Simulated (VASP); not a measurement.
These are HSE06 screened hybrid, VASP's PBE PAW potentials (set 64) (plane waves; VASP) values and carry that method's errors.

A VASP calculation is set up with these files.

KPOINTS:
```
Automatic mesh
0
gamma
1 1 1
```

**INCAR**
```
# general
SYSTEM   = Ga35N36
PREC     = Normal
ENCUT    = 400   # plane-wave cut-off (eV)
LREAL    = Auto   # projection in real space or not
LASPH    = T   # aspherical one-centre terms
ISYM     = 0

# electronic loop
EDIFF    = 1E-5   # SCF stop (eV)
NELM     = 50   # most electronic steps
NELMIN   = 4
ALGO     = Normal   # blocked Davidson
LMAXMIX  = 4   # l cut-off of mixed one-centre charges

# smearing
ISMEAR   = 0   # Gaussian
SIGMA    = 0.05

# functional
GGA      = PE   # PBE
LHFCALC  = T
AEXX     = 0.25
HFSCREEN = 0.2   # 1/Angstrom
PRECFOCK = Fast

# spin
ISPIN    = 2
MAGMOM   = 71*0.0141
NUPDOWN  = 1

# ions
ISIF     = 0

# output
LWAVE    = F
LCHARG   = F
LORBIT   = 10
```

File POSCAR:
```
Ga35N36
1
    4.8683178924    -8.4321738171     0.0000000000
    4.8683178924     8.4321738171     0.0000000000
    0.0000000000     0.0000000000    10.5562839808
Ga N
35 36
Direct
  0.2221286107   0.1112769796   0.2494329196
  0.1104463210   0.2211735777   0.9997464875
  0.2217255301   0.1102299467   0.7504389807
  0.1125093977   0.2217400285   0.5008159365
  0.2220524395   0.4444123612   0.2490874025
  0.1103804359   0.5556638187   0.9996921065
  0.2175651416   0.4419179150   0.7499239082
  0.1123405594   0.5570967039   0.5008480101
  0.2219826592   0.7774381287   0.2494331311
  0.1110608843   0.8888394133   0.0004572257
  0.2217719142   0.7775495010   0.7504720289
  0.1107622332   0.8886432265   0.4995962317
  0.5550026180   0.1109051462   0.2501248546
  0.4439810159   0.2211241994   0.9997892529
  0.5555349237   0.1108182647   0.7498941252
  0.4421016058   0.2217859469   0.5009571494
  0.5551022436   0.4444620714   0.2491834798
  0.4442421588   0.5553990283   0.9986445583
  0.5575558927   0.4418799909   0.7501955291
  0.5552412993   0.7775594739   0.2490701910
  0.4439225008   0.8892316610   0.9997299867
  0.5576554131   0.7819438123   0.7499698845
  0.4420841834   0.8867987539   0.5007890289
  0.8888433699   0.1109651339   0.2500396434
  0.7776197858   0.2220785184   0.0004382657
  0.8885819842   0.1109121390   0.7498872300
  0.7774093374   0.2220314843   0.4994307822
  0.8886596655   0.4446325284   0.2501109925
  0.7784542023   0.5557417601   0.9996763292
  0.8884056072   0.4436691287   0.7499324594
  0.7774028803   0.5573301892   0.5009210442
  0.8884033551   0.7775708742   0.2494640572
  0.7784926557   0.8892773328   0.9996909000
  0.8890769998   0.7776676279   0.7504747916
  0.7775774366   0.8869745815   0.5007181076
  0.2216720039   0.1103697421   0.4381241016
  0.1108178170   0.2215472575   0.1873074395
  0.2219178557   0.1105446164   0.9381905195
  0.1105174025   0.2209289688   0.6886153909
  0.2008929333   0.4337075662   0.4326328436
  0.1106047012   0.5558242773   0.1872689732
  0.2208346418   0.4436629920   0.9392862246
  0.1103795415   0.5556265136   0.6886600218
  0.2215612785   0.7777410070   0.4381536630
  0.1108937035   0.8887998762   0.1885571424
  0.2218502412   0.7777577958   0.9381773655
  0.1108936450   0.8884790029   0.6879010757
  0.5548032289   0.1106805339   0.4386222637
  0.4437573606   0.2215515397   0.1873170306
  0.5558348988   0.1110973630   0.9379752406
  0.4436271259   0.2209040021   0.6887400427
  0.5653649044   0.4338656476   0.4328171308
  0.4441115842   0.5554952697   0.1876442901
  0.5559727623   0.4436418178   0.9394701646
  0.4442950563   0.5552913740   0.7151923627
  0.5657397852   0.7985255848   0.4325904326
  0.4436717536   0.8889494739   0.1873528945
  0.5560436126   0.7788885007   0.9393773568
  0.4436227495   0.8888432532   0.6885851507
  0.8886804030   0.1107753769   0.4385815022
  0.7774827421   0.2221466117   0.1888316612
  0.8885752708   0.1111735705   0.9379644309
  0.7775064293   0.2217968993   0.6878748396
  0.8886352739   0.4446609962   0.4386282873
  0.7779927666   0.5558599057   0.1873356515
  0.8884835642   0.4438537407   0.9379694532
  0.7784483056   0.5557530685   0.6887572512
  0.8891437702   0.7778488991   0.4381580454
  0.7781461116   0.8889875902   0.1872936939
  0.8891850581   0.7778523487   0.9381633313
  0.7785084555   0.8889537686   0.6885907180
```

POTCAR, in this order: Ga N (PBE.64 set). Program: vasp_gam. Read from the step before: WAVECAR.

### Question
What will the output report for the number of irreducible k-points (NKPTS), largest plane-wave count, FFT grid (NGX, NGY, NGZ)?

### Answer

The number of irreducible k-points (NKPTS) is 1. The largest plane-wave count comes out as 7908 and the FFT grid (NGX, NGY, NGZ) is 48 × 48 × 54.

The cell is a supercell with a defect, built from GaN (wurtzite): vac_Ga. The cell's shape comes from a PBE relaxation.
